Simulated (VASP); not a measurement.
```
SrO
1.0
    0.00000     2.58000     2.58000
    2.58000     0.00000     2.58000
    2.58000     2.58000     0.00000
Sr O
1 1
Direct
  0.00000   0.00000   0.00000
  0.50000   0.50000   0.50000
```

All values below come from PBE GGA, VASP's PBE PAW potentials (set 64) (plane waves; VASP). Run with 520 eV cut-off, 8×8×8 Γ-centred mesh, Gaussian smearing of 0.050 eV, potentials Sr_sv O.

Task: What does the run give for the energy per atom (σ→0), pressure, band gap (on the k-mesh) with the smallest direct gap where there is one?

Result: 
```json
{
 "band gap (on the k-mesh)": "3.27 eV",
 "smallest direct gap (on the k-mesh)": "3.37 eV",
 "energy per atom (σ→0)": "-6.024 eV/atom",
 "pressure": "2.35 GPa"
}
```

Total energies compare only between runs with the same potentials, cut-off and functional.

The compound is SrO in the rock salt structure. The cell was not relaxed at this level.
